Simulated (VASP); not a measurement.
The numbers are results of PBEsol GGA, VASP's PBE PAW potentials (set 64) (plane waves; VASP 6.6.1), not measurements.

Input for VASP

### POSCAR
```
LiH
1
    0.0000000000     1.9473523708     1.9473523708
    1.9473523708     0.0000000000     1.9473523708
    1.9473523708     1.9473523708     0.0000000000
Li H
1 1
Direct
  0.0000000000   0.0000000000   0.0000000000
  0.5000000000   0.5000000000   0.5000000000
```

### INCAR
```
GGA=PS
SIGMA=0.05   ! width (eV)
LREAL=.FALSE.   ! projection in real space or not
PREC=Accurate
EDIFF=1E-7   ! SCF stop (eV)
ALGO=Normal
ENCUT=520   ! plane-wave cut-off (eV)
ISMEAR=0   ! Gaussian
SYSTEM=LiH
LWAVE=.FALSE.
ISIF=2   ! forces and stress, cell fixed
NELM=100   ! most electronic steps
LCHARG=.FALSE.
LASPH=.TRUE.
```

KPOINTS:
```
Automatic
0
gamma
11 11 11
```

POTCAR, in this order: Li_sv H (PBE.64 set). Program: vasp_std.

### Question
What will the output report for the number of irreducible k-points (NKPTS), largest plane-wave count, number of space-group operations, FFT grid (NGX, NGY, NGZ)?

### Answer

The number of irreducible k-points (NKPTS) is 56 and the largest plane-wave count comes out as 411. The number of space-group operations is 48 and the FFT grid (NGX, NGY, NGZ) is 20 × 20 × 20.

The compound is LiH in the rock salt structure. This cell is one point of a volume scan, at 0.94 of the reference volume.
